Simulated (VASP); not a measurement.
```yaml
crystal:
  lattice:
    - [3.14668, 0.00000, 0.00000]
    - [-1.57334, 2.72510, 0.00000]
    - [0.00000, 0.00000, 17.00245]
  atoms:
    - { symbol: W, position: [0.00000, 0.00000, 0.00000] }
    - { symbol: S, position: [0.33333, 0.66667, 0.90780] }
    - { symbol: S, position: [0.33333, 0.66667, 0.09220] }
```

Calculation: PBEsol GGA, VASP's PBE PAW potentials (set 64) (plane waves; VASP 6.6.1). Numerical set-up: 400 eV cut-off, Gaussian smearing of 0.050 eV, potentials W_sv S.

The cell holds a wide vacuum, so values per volume refer to the whole cell. Unless said otherwise, spin-orbit coupling is left out, though it shifts the bands of the heavy elements here.

Question: Give the energies of bands 7 to 16 at the high-symmetry points, in eV from the valence-band maximum.

Answer: 
```json
[
 {"band": "7", "Γ": "-6.52", "M": "-6.64", "K": "-5.93", "A": "-6.52", "L": "-6.64", "H": "-5.93"},
 {"band": "8", "Γ": "-2.85", "M": "-5.29", "K": "-5.48", "A": "-2.85", "L": "-5.29", "H": "-5.48"},
 {"band": "9", "Γ": "-2.85", "M": "-4.52", "K": "-4.61", "A": "-2.85", "L": "-4.52", "H": "-4.61"},
 {"band": "10", "Γ": "-2.19", "M": "-3.43", "K": "-3.93", "A": "-2.19", "L": "-3.43", "H": "-3.93"},
 {"band": "11", "Γ": "-1.57", "M": "-2.19", "K": "-3.32", "A": "-1.57", "L": "-2.19", "H": "-3.32"},
 {"band": "12", "Γ": "-1.57", "M": "-1.19", "K": "-2.43", "A": "-1.57", "L": "-1.19", "H": "-2.43"},
 {"band": "13", "Γ": "-0.14", "M": "-0.96", "K": "0.00", "A": "-0.14", "L": "-0.96", "H": "0.00"},
 {"band": "14", "Γ": "2.99", "M": "3.00", "K": "1.94", "A": "2.99", "L": "3.00", "H": "1.94"},
 {"band": "15", "Γ": "2.99", "M": "3.42", "K": "3.31", "A": "2.99", "L": "3.42", "H": "3.31"},
 {"band": "16", "Γ": "3.16", "M": "4.08", "K": "4.17", "A": "3.16", "L": "4.08", "H": "4.17"}
]
```

The gap is direct, 1.94 eV, from the valence maximum at K to the conduction minimum at K.

The cell is a sheet with vacuum, built from a database entry that may be metastable or hypothetical.
